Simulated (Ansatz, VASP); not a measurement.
# SnSe2 in two plane-wave programs, part 2 of 2

Aim: how closely do two programs agree when they are given the same cell, functional and k mesh? The cell is taken from a series of runs on this material, whose earlier steps may have relaxed, scaled, displaced or heated it; both programs get it as it stands.

VASP 6.6.1 and Ansatz 0.2.0.

So far. Step 2 (VASP: single point, PBE, pair 1): The run ends at a pressure of 0.00 GPa, with forces up to 0.015 eV/Å.

### 5. Ansatz: single point, PBE, pair 2

Level of this step: Ansatz beside VASP: Kohn-Sham DFT, plane waves, PBE (Ansatz).

With cell and atoms fixed, the geometry can't cause a difference; cores, projectors, grids and the points listed under the comparison can.

The cell is taken from a series of runs on this material, whose earlier steps may have relaxed, scaled, displaced or heated it; both programs get it as it stands.

input.yaml reads:

```yaml
crystal:
  lattice:
    - [3.7941949, 0.0, 0.0]
    - [1.89709745, 9.857607511, 0.0]
    - [0.0, 0.0, 30.46]
  atoms:
    - { symbol: Sn, position: [0.8888888889, 0.2222222222, 0.3282994091] }
    - { symbol: Sn, position: [0.2222222222, 0.5555555556, 0.3282994091] }
    - { symbol: Sn, position: [0.5555555556, 0.8888888889, 0.3282994091] }
    - { symbol: Se, position: [0.4339020234, 0.1111111111, 0.384945277] }
    - { symbol: Se, position: [0.7792066013, 0.4444444444, 0.384945277] }
    - { symbol: Se, position: [0.1202247605, 0.7777777778, 0.384945277] }
    - { symbol: Se, position: [0.4549868654, 0.1111111111, 0.2716535412] }
    - { symbol: Se, position: [0.7763489543, 0.4444444444, 0.2716535412] }
    - { symbol: Se, position: [0.1019974618, 0.7777777778, 0.2716535412] }
  periodic: [true, true, false]
kpoints:
  mp_grid: { grid: [10, 10, 1] }
hamiltonian:
  xc: pbe
  pseudopotentials: { kind: paw, azcp: { folder: soft_1 } }
scf:
  occupations: { method: gaussian, width: 0.1 }
output:
  forces: true
  stress: true
  eigenvalues: true
```

On the command line:

```console
> ansatz run input.yaml --threads 4 --pin off --max-ram 16384MiB --backend cpu --events-out ev --progress --plain --runs-dir out
```

Numbers of over 12 decimals in the logs are rounded to 6 here.

Output:

```text
[...]
Crystal: 9 atoms, lattice volume = 1139.255 Å³
Basis set: ecut = 420 eV, 22335 PW (Γ), exchange–correlation on 54×144×432 points (8 copies of the dense FFT grid, shifted against one another)
Bands: 83, of which v1, the nominal top of the filled ones, is band 69 counted from 1 (68 counted from 0)
Symmetry: 2 space group operations
[...]
k-point 1: bands = [... 65 lower, -6.2534, -6.1382, -5.7235, -5.6728, -5.2385, -5.0360, -4.8623, -3.0633, ... 10 higher]
  k-point 2: bands = [... 65 lower, -6.2637, -6.0710, -5.9225, -5.7003, -5.3924, -4.8027, -4.6676, -3.1708, ... 10 higher]
  k-point 30: bands = [... 65 lower, -6.5319, -6.1468, -6.1399, -6.1342, -5.4390, -5.2683, -4.7293, -3.1713, ... 10 higher]
  ° read free of the cell's end (the report's vacuum.weakly_bound_levels)
[key lines of the parts left out:]
SCF converged after 8 iterations
Free energy (F): -50888.090416 eV
Fermi energy:    -5.629031 eV
P = ½ c Tr σ = 0.0193 N/m
```

### 6. VASP: single point, PBE, pair 2

The same cell, functional, mesh and smearing now go to VASP, with its own data sets.

INCAR reads:

```
SYSTEM = SnSe2
PREC = Accurate
ENCUT = 400
EDIFF = 1E-06
NELM = 120
ISMEAR = 0
SIGMA = 0.1
LREAL = .FALSE.
ALGO = Normal
GGA = PE
NBANDS = 48
LORBIT = 11
LWAVE = .FALSE.
LCHARG = .FALSE.
ISIF = 2
LDIPOL = .TRUE.
IDIPOL = 3
DIPOL = 0.5 0.5 0.328
LVHAR = .TRUE.
LASPH = .TRUE.
GGA_COMPAT = .FALSE.
NELMDL = -8
KPAR = 2
```

POSCAR reads:

```
SnSe2
1.0
    3.7941949000      0.0000000000      0.0000000000
    1.8970974500      9.8576075110      0.0000000000
    0.0000000000      0.0000000000     30.4600000000
Sn Se
3 6
Direct
    0.8888888889      0.2222222222      0.3282994091
    0.2222222222      0.5555555556      0.3282994091
    0.5555555556      0.8888888889      0.3282994091
    0.4339020234      0.1111111111      0.3849452770
    0.7792066013      0.4444444444      0.3849452770
    0.1202247604      0.7777777778      0.3849452770
    0.4549868654      0.1111111111      0.2716535412
    0.7763489543      0.4444444444      0.2716535412
    0.1019974617      0.7777777778      0.2716535412
```

KPOINTS reads:

```
Automatic mesh
0
Gamma
10 10 1
0 0 0
```

The projector-augmented-wave data sets are Sn_d and Se (PBE family, release 64).

On the command line:

```console
> mpirun -np 2 vasp_std
```

Output:

```text
[... set-up lines as in an earlier step ...]
 entering main loop
       N       E                     dE             d eps       ncg     rms          rms(c)
DAV:   1     0.591836328936E+03    0.59184E+03   -0.26953E+04  3632   0.100E+03
DAV:   2     0.521828523259E+02   -0.53965E+03   -0.53064E+03  4160   0.247E+02
DAV:   3    -0.302810649752E+02   -0.82464E+02   -0.81601E+02  3576   0.113E+02
DAV:   4    -0.342332811357E+02   -0.39522E+01   -0.39339E+01  3688   0.292E+01
[...]
DAV:  23    -0.332337445298E+02   -0.18334E-05   -0.18603E-08  2232   0.124E-03    0.326E-04
DAV:  24    -0.332337463486E+02   -0.18188E-05   -0.23253E-08  2208   0.876E-04    0.207E-04
DAV:  25    -0.332337469469E+02   -0.59827E-06   -0.19332E-08  2224   0.729E-04
   1 F= -.33233747E+02 E0= -.33228547E+02  d E =-.104008E-01
```

From OUTCAR (step 6):

```text
  Total        0.0782280      0.0318505      0.0252802      0.0000000      0.0000000      0.0035746
  in kB        0.1100149      0.0447925      0.0355525      0.0000000      0.0000000      0.0050270
  external PRESSURE =       0.0634533 kB  Pullay stress =       0.0000000 kB

 POSITION                                       TOTAL-FORCE (eV/Angst)
 -----------------------------------------------------------------------------------
      3.79419      2.19058     10.00000        -0.000000      0.010999      0.000000
      1.89710      5.47645     10.00000        -0.000000     -0.000776      0.000000
      3.79419      8.76232     10.00000        -0.000000      0.002731      0.000000
      1.85710      1.09529     11.72543        -0.050496     -0.004013      0.009881
      3.79962      4.38116     11.72543         0.007195     -0.001743      0.012627
      1.93168      7.66703     11.72543         0.044285     -0.000721      0.010033
      1.93710      1.09529      8.27457         0.050496     -0.004013     -0.009881
      3.78877      4.38116      8.27457        -0.007195     -0.001743     -0.012627
      1.86252      7.66703      8.27457        -0.044285     -0.000721     -0.010033
 -----------------------------------------------------------------------------------
    total drift:                                0.000022      0.000150     -0.000134

  FREE ENERGIE OF THE ION-ELECTRON SYSTEM (eV)
  ---------------------------------------------------
  free  energy   TOTEN  =       -33.2337469469 eV

  energy  without entropy=      -33.2233461260  energy(sigma->0) =      -33.22854654

[... 2 parts as in an earlier step ...]

[... 1 further part left out ...]
[key lines of the parts left out:]
E-fermi :  -3.5442
```

The run ends at a pressure of 0.01 GPa, with forces up to 0.052 eV/Å.

### 7. Differences

What differs besides the data sets and the points named for the pairs above, as far as they apply: the data sets hold 138 valence electrons in Ansatz (on its PAW soft_1 files) and 78 in VASP. Total energies have different zeros and are not compared.

At this near-relaxed geometry the largest component of a force difference is 15 meV/Å. With vacuum in the cell, a pressure given here is an average over mostly empty space and none of the material.

### 8. Results

```
r.m.s. force difference (single point, PBE, pair 1) : 7.1 meV/Å
r.m.s. force difference (single point, PBE, pair 2) : 7.1 meV/Å
```

The r.m.s. force difference is 7.1 meV/Å (single point, PBE, pair 1), within the 12 meV/Å picked in this series as the mark of a large difference. The data sets hold unlike numbers of valence electrons (138 in Ansatz and 78 in VASP), so part of the differences comes from the potentials. How closely two codes agree says nothing of how well the functional describes the real material.

[Lines on the potential files, build, host, timing and source positions are cut from VASP's logs without a mark.]

[Logs are printed without paths, hosts, clocks, repeated set-up lines and the standing remarks that a program may print on its own settings, such as how far it seeks lower states.]

[Hosts, paths, dates, database ids (printed as entryN), source tags and the programs' standing remarks are cut or masked in the printed files.]
